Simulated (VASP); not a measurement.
Crystal: Mo.

```
CELL_PARAMETERS angstrom
-1.56533 1.56533 1.56533
1.56533 -1.56533 1.56533
1.56533 1.56533 -1.56533
ATOMIC_POSITIONS crystal
Mo 0.00000 0.00000 0.00000
```

Program: VASP 6.6.1. Alike in all runs: task band structure; cell as given; k mesh 16 × 16 × 16; cutoff (eV) 520; smearing methfessel-paxton 0.1 eV.

**Question.** Order these runs on this cell by their pressure, lowest first.
A. level LDA; potentials or basis VASP PAW LDA potentials, release 64 (Mo_sv); spin off
B. level PBE; potentials or basis VASP PAW PBE potentials, release 64 (Mo_sv); spin SOC, no magnetisation
C. level r2SCAN; potentials or basis VASP PAW PBE potentials, release 64 (Mo_sv); spin off

**Answer.** A (-4.2 GPa), C (6.3 GPa), B (8.4 GPa).

Caveats: the PAW data sets were made with another functional, which shifts forces and pressure a little (some runs).
